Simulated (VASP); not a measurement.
Co:

```
Co
1.0
     2.45267    0.00000    0.00000
    -1.22634    2.12408    0.00000
     0.00000    0.00000    3.96075
Co
2
Direct
  0.33333 0.66667 0.25000
  0.66667 0.33333 0.75000
```

Base run:

- Program: VASP 6.6.1
- Functional: PBEsol
- Potentials or basis: VASP PAW PBE potentials, release 64 (Co)
- Cutoff: 520 eV
- k mesh: 21 × 21 × 10
- Occupations: gaussian, width 0.5 eV
- Spin: collinear spin, ferromagnetic start
- Starting moments: [2.0, 2.0] μB

Its results: band gap on the k mesh none (metal or under the smearing width); pressure 0.3 GPa; net moment 2.93 μB per cell; site moments Co +1.47 μB.

Problem. The run is repeated on the same cell with these changes: cutoff from 520 eV to 700 eV; occupations from gaussian, width 0.5 eV to gaussian, width 0.1 eV. What comes out?

Solution. Band gap on the k mesh none (metal or under the smearing width); pressure 0.1 GPa; net moment 3.10 μB per cell; site moments Co +1.56 μB.

Caveats: the PAW data sets were made with another functional, which shifts forces and pressure a little.
